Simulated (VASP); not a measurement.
# Y2CF2 (P-3m1) in VASP: settings compared, part 3 of 3

VASP 6.6.1.

## 7. Optical spectrum, PBE

Input file INCAR:

```
PREC     = Accurate       # precision mode
ENCUT    = 520            # plane-wave cutoff, eV
EDIFF    = 1E-7           # SCF threshold, eV
ISMEAR   = 0              # smearing method
SIGMA    = 0.03           # smearing width, eV
LREAL    = False          # projectors in reciprocal space
LASPH    = True           # aspherical terms in the spheres
NELM     = 80             # most SCF steps
ALGO     = Fast           # electronic algorithm
ISIF     = 2              # what is computed and relaxed
LWAVE    = False          # write WAVECAR
LCHARG   = False          # write CHGCAR
GGA      = PE             # functional
LOPTICS  = True           # frequency-dependent dielectric function
NBANDS   = 68             # bands
NEDOS    = 2000           # points of the DOS
CSHIFT   = 0.1          
KPAR     = 2
```

Input file KPOINTS:

```
Automatic mesh
0
Gamma
  9 9 4
```

Input file POSCAR:

```
Y2CF2                                   
1.0
    3.6252869395      0.0000000000      0.0000000000
   -1.8126434697      3.1395905881      0.0000000000
    0.0000000000      0.0000000000      6.3205502256
  Y               C               F             
     2     1     2
Direct
     0.3333333300000021    0.6666666699999979    0.2131518188637478
     0.6666666699999979    0.3333333300000021    0.7868481811362522
     0.0000000000000000    0.0000000000000000    0.0000000000000000
     0.3333333300000021    0.6666666699999979    0.6142807141881436
     0.6666666699999979    0.3333333300000021    0.3857192858118635
```

Potentials or basis: VASP PAW PBE potentials, release 64 (Y_sv, C, F).

Started as:

```bash
> cat potpaw_PBE.64/Y_sv/POTCAR potpaw_PBE.64/C/POTCAR potpaw_PBE.64/F/POTCAR > POTCAR
> mpirun -np 2 vasp_std > vasp.out
```

OUTCAR:

```text
PREC = Accurate
   ENCUT = 520
   EDIFF = 1E-7
   ISMEAR = 0
   LREAL = False
   LASPH = True
   NELM = 80
   ISIF = 2
   GGA = PE

 ion  position               nearest neighbor table
   1  0.333  0.667  0.213-   5 2.36   5 2.36   5 2.36   3 2.49   3 2.49   3 2.49   4 2.54   2 3.41
                             2 3.41   2 3.41   2 4.19   2 4.19   2 4.19
   2  0.667  0.333  0.787-   4 2.36   4 2.36   4 2.36   3 2.49   3 2.49   3 2.49   5 2.54   1 3.41
                             1 3.41   1 3.41   1 4.19   1 4.19   1 4.19
   3  0.000  0.000  0.000-   1 2.49   2 2.49   2 2.49   1 2.49   2 2.49   1 2.49
   4  0.333  0.667  0.614-   2 2.36   2 2.36   2 2.36   1 2.54
   5  0.667  0.333  0.386-   1 2.36   1 2.36   1 2.36   2 2.54

  LATTYP: Found a hexagonal cell.
 ALAT       =     3.6252869395
 C/A-ratio  =     1.7434620572

  Lattice vectors:

 A1 = (   3.6252869395,   0.0000000000,   0.0000000000)
 A2 = (  -1.8126434697,   3.1395905881,   0.0000000000)
 A3 = (   0.0000000000,   0.0000000000,   6.3205502256)

Analysis of symmetry for initial positions (statically):
=====================================================================
 Subroutine PRICEL returns:
 Original cell was already a primitive cell.

 Routine SETGRP: Setting up the symmetry group for a
[... 1053 lines left out ...]
      1.81264      1.04653      2.43796         0.000000      0.000000      0.045220
 -----------------------------------------------------------------------------------
    total drift:                               -0.000000      0.000000     -0.000000

  FREE ENERGIE OF THE ION-ELECTRON SYSTEM (eV)
  ---------------------------------------------------
  free  energy   TOTEN  =       -37.8564553271 eV

  energy  without entropy=      -37.8564553271  energy(sigma->0) =      -37.85645533

 electrical conductivity sigma (Mega S m-1) (frequency dependency in vasprun.xml)
  --------------------------------------------------------------------------------------
       0.000       0.000      -0.000
       0.000       0.000      -0.000
       0.000       0.000       0.000

  frequency dependent IMAGINARY DIELECTRIC FUNCTION (independent particle, no local field effects) density-density
     E(ev)      X         Y         Z        XY        YZ        ZX
  --------------------------------------------------------------------------------------------------------------
     0.00000     0.00000     0.00000     0.00000     0.00000     0.00000     0.00000
     0.94224     0.56403     0.56403     0.08211     0.00000     0.00000     0.00000
     1.88447     5.47487     5.47487     1.10592     0.00000    -0.00000     0.00000
     2.82671     5.42556     5.42556     4.37261     0.00000    -0.00000     0.00000
     3.76894     2.65216     2.65216     4.29637     0.00000     0.00000    -0.00000
     4.71118     3.37642     3.37642     4.54190     0.00000     0.00000    -0.00000
[... 92 lines left out ...]
    92.33915     0.00017     0.00017     0.00017     0.00000     0.00000     0.00000
    93.28139     0.00016     0.00016     0.00016     0.00000     0.00000     0.00000

  frequency dependent      REAL DIELECTRIC FUNCTION (independent particle, no local field effects) density-density
     E(ev)        X           Y           Z          XY          YZ          ZX
  --------------------------------------------------------------------------------------------------------------
     0.00000     8.74846     8.74846     6.27388     0.00000    -0.00000     0.00000
     0.94224    10.37906    10.37906     6.59963     0.00000    -0.00000     0.00000
     1.88447     7.47385     7.47385     7.82605     0.00000    -0.00000     0.00000
     2.82671     4.03353     4.03353     8.84233     0.00000    -0.00000    -0.00000
     3.76894     3.95871     3.95871     5.09215     0.00000     0.00000    -0.00000
     4.71118     4.55312     4.55312     2.78330     0.00000     0.00000     0.00000
[... 92 lines left out ...]
    92.33915     0.92918     0.92918     0.92891    -0.00000     0.00000    -0.00000
    93.28139     0.93072     0.93072     0.93046    -0.00000     0.00000    -0.00000

  frequency dependent IMAGINARY DIELECTRIC FUNCTION (independent particle, no local field effects) current-current
     E(ev)      X         Y         Z        XY        YZ        ZX
  --------------------------------------------------------------------------------------------------------------
     0.00000    32.87893    32.87893    22.38556     0.00000     0.00000    -0.00000
     0.94224     2.55219     2.55219     1.27015     0.00000     0.00000     0.00000
     1.88447     6.14977     6.14977     1.83021     0.00000    -0.00000     0.00000
     2.82671     5.63306     5.63306     4.92489     0.00000     0.00000     0.00000
     3.76894     2.80731     2.80731     4.51286     0.00000    -0.00000    -0.00000
     4.71118     3.52683     3.52683     4.61399     0.00000     0.00000    -0.00000
[... 92 lines left out ...]
    92.33915     0.00001     0.00001     0.00001     0.00000    -0.00000     0.00000
    93.28139     0.00001     0.00001     0.00001     0.00000    -0.00000     0.00000

  frequency dependent      REAL DIELECTRIC FUNCTION (independent particle, no local field effects) current-current
     E(ev)        X           Y           Z          XY          YZ          ZX
  --------------------------------------------------------------------------------------------------------------
     0.00000     8.69127     8.69127     6.25964     0.00000     0.00000    -0.00000
     0.94224    10.24816    10.24816     6.57985     0.00000     0.00000    -0.00000
     1.88447     6.90204     6.90204     7.70588     0.00000    -0.00000    -0.00000
     2.82671     3.65201     3.65201     8.52788     0.00000    -0.00000    -0.00000
     3.76894     3.82217     3.82217     4.86274     0.00000    -0.00000    -0.00000
     4.71118     4.41137     4.41137     2.58981     0.00000     0.00000     0.00000
[... 92 lines left out ...]
    92.33915     0.92918     0.92918     0.92891    -0.00000     0.00000     0.00000
    93.28139     0.93073     0.93073     0.93047    -0.00000     0.00000     0.00000
```

OSZICAR:

```text
N       E                     dE             d eps       ncg     rms          rms(c)
DAV:   1     0.247284632315E+03    0.24728E+03   -0.17319E+04  5848   0.593E+02
DAV:   2    -0.286340533806E+02   -0.27592E+03   -0.26088E+03  6728   0.201E+02
DAV:   3    -0.446857420889E+02   -0.16052E+02   -0.15436E+02  8888   0.371E+01
DAV:   4    -0.451197588568E+02   -0.43402E+00   -0.43336E+00  6856   0.533E+00
DAV:   5    -0.451210494355E+02   -0.12906E-02   -0.12905E-02  6924   0.310E-01    0.429E+01
RMM:   6    -0.381004988208E+02    0.70206E+01   -0.22081E+00  6385   0.383E+00    0.408E+01
RMM:   7    -0.379122486348E+02    0.18825E+00   -0.82433E-02  7715   0.892E-01    0.257E+01
RMM:   8    -0.378610018798E+02    0.51247E-01   -0.14553E-01  7934   0.121E+00    0.218E+00
RMM:   9    -0.378548157736E+02    0.61861E-02   -0.12525E-02  8269   0.359E-01    0.685E-01
RMM:  10    -0.378566837343E+02   -0.18680E-02   -0.48442E-03  7529   0.231E-01    0.305E-01
RMM:  11    -0.378562863448E+02    0.39739E-03   -0.54040E-04  8056   0.743E-02    0.107E-01
RMM:  12    -0.378565001887E+02   -0.21384E-03   -0.19865E-04  7330   0.452E-02    0.903E-02
RMM:  13    -0.378564529717E+02    0.47217E-04   -0.18092E-05  8177   0.143E-02    0.136E-02
RMM:  14    -0.378564539889E+02   -0.10172E-05   -0.19009E-06  8366   0.470E-03    0.582E-03
RMM:  15    -0.378564550543E+02   -0.10654E-05   -0.12766E-06  7648   0.314E-03    0.804E-03
RMM:  16    -0.378564552579E+02   -0.20358E-06   -0.61400E-08  7701   0.820E-04    0.159E-03
RMM:  17    -0.378564553271E+02   -0.69133E-07   -0.40590E-08  7105   0.539E-04
   1 F= -.37856455E+02 E0= -.37856455E+02  d E =-.690503E-13
 imaginary and real dielectric function
```

stdout:

```text
POSCAR found type information on POSCAR Y C F
 POSCAR found :  3 types and       5 ions
 scaLAPACK will be used
 LDA part: xc-table for (Slater+PW92), standard interpolation
 POSCAR, INCAR and KPOINTS ok, starting setup
 FFT: planning ... GRIDC
 FFT: planning ... GRID_SOFT
 FFT: planning ... GRID
 WAVECAR not read
 entering main loop
WARNING in EDDRMM: call to ZHEGV failed, returncode =   8  4     57
WARNING in EDDRMM: call to ZHEGV failed, returncode =   6  3     56
 optical routines
 imaginary and real dielectric function
 recalculating local potential from charge density
 direction            1
 direction            2
 direction            3
```

Run time: 80 s. Hardware: 2 MPI ranks of Intel Xeon Platinum 8488C (Sapphire Rapids), shared host; peak memory 0.45 GiB.

Results:

| Property | Result |
| --- | --- |
| Free energy | -37.8565 eV |
| Pressure | 4.7 GPa |
| Largest force | 0.125 eV/Å |
| Band gap on the k mesh | 1.17 eV, indirect (least direct gap 1.31 eV) |

Forces in eV/Å, atoms in the order of the input:
```
Y    0.000  0.000 -0.125
Y    0.000  0.000  0.125
C    0.000  0.000  0.000
F    0.000  0.000 -0.045
F    0.000  0.000  0.045
```

Dielectric function (mean over the directions given):
```tsv
energy (eV)	real part	imaginary part
0.28	8.00	0.06
0.94	9.12	0.40
1.60	9.04	5.50
2.26	5.79	4.81
2.92	5.20	4.93
3.67	4.21	3.06
4.33	4.65	3.60
4.99	4.22	3.29
5.65	4.55	4.14
6.31	3.64	6.22
7.07	0.20	4.21
7.73	1.46	4.16
8.39	0.59	4.99
9.05	-0.93	2.98
9.71	0.24	1.77
10.46	0.79	2.35
11.12	0.77	2.61
11.78	0.30	2.57
12.44	-0.01	2.02
13.10	0.15	1.45
13.85	0.15	1.30
14.51	0.28	1.20
15.17	0.23	0.84
15.83	0.36	0.81
16.49	0.65	0.59
17.24	0.87	0.57
17.90	0.98	0.61
18.56	1.05	0.68
19.22	1.03	0.77
19.98	1.12	0.74
```

Caveat: spectra need much finer meshes, so this one isn't converged; independent-particle spectra lack excitons; an odd mesh through Γ misses points on the zone boundary, where band edges often lie.

## 8. The runs side by side

```csv
task,level,potentials or basis,spin,k mesh,monkhorst-Pack mesh,gap on the mesh (eV),pressure (GPa),largest force (eV/Å)
band structure,PBE,"VASP PAW PBE potentials, release 64 (Y_sv, C, F)",off,9 × 9 × 4,-,1.17,4.7,0.12
band structure,LDA,"VASP PAW LDA potentials, release 64 (Y_sv, C, F)",off,9 × 9 × 4,-,1.07,-3.7,0.14
band structure,r2SCAN,"VASP PAW PBE potentials, release 64 (Y_sv, C, F)",off,9 × 9 × 4,-,1.47,3.1,0.09
band structure,PBE,"VASP PAW PBE potentials, release 64 (Y_sv, C, F)","SOC, no magnetisation",6 × 6 × 3,-,-,4.7,0.13
dielectric tensor,PBE,"VASP PAW PBE potentials, release 64 (Y_sv, C, F)",off,12 × 12 × 6,no,1.12,-,-
optical spectrum,PBE,"VASP PAW PBE potentials, release 64 (Y_sv, C, F)",off,9 × 9 × 4,-,1.17,4.7,0.12
```

Alike in all rows: cell as given; cutoff (eV) 520; smearing gaussian 0.03 eV.

Caveats: the PAW data sets were made with another functional, which shifts forces and pressure a little (some runs); spectra need much finer meshes, so this one isn't converged (some runs); independent-particle spectra lack excitons (some runs); an odd mesh through Γ misses points on the zone boundary, where band edges often lie (some runs).

Total energies depend on the potentials used, so only differences within one code and one set of settings carry meaning.
